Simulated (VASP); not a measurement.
Here is the system:

```yaml
crystal:
  lattice:
    - [-1.41539, 1.41539, 1.41539]
    - [1.41539, -1.41539, 1.41539]
    - [1.41539, 1.41539, -1.41539]
  atoms:
    - { symbol: Cu, position: [0.00000, 0.00000, 0.00000] }
```

Method: PBEsol GGA, VASP's PBE PAW potentials (set 64) (plane waves; VASP 6.6.1). Run with 400 eV cut-off, Gaussian smearing of 0.050 eV, potentials Cu.

Problem. Give the energies of bands 1 to 7 at the high-symmetry points, in eV from the Fermi level.

Solution. 
```
band      Γ      H      N      P
----  -----  -----  -----  -----
1     -9.71  -4.88  -5.29  -3.96
2     -3.24  -4.88  -4.00  -3.96
3     -3.24  -1.56  -2.20  -3.96
4     -3.24  -1.56  -2.04  -2.02
5     -2.16  -1.56  -1.38  -2.02
6     -2.16   8.32  -0.74   6.62
7     25.43   8.32   4.54   6.62
```

It has no gap at this level: it comes out as a metal or semimetal.

The structure was generated: Cu was put into the bcc type (Im-3m), which need not be its known phase. It was relaxed first.
